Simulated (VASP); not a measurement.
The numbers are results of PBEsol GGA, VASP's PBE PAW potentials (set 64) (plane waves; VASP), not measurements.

Gaps are without spin-orbit coupling.

| Quantity | Result |
|---|---|
| volume per atom | 18.01 Å³/atom |
| band gap (over mesh and band path) | 0.96 eV |
| smallest direct gap (over mesh and band path) | 1.30 eV |

**Question.** Which relaxed crystal gives these values?
(A) Mg2ZnP2, P3m1 (156)
(B) MnHO2, Cm (8)
(C) ZnO, P6_3mc (186)
(D) Mg2Si, Fm-3m (225)

**Answer.** A, Mg2ZnP2, P3m1 (156)
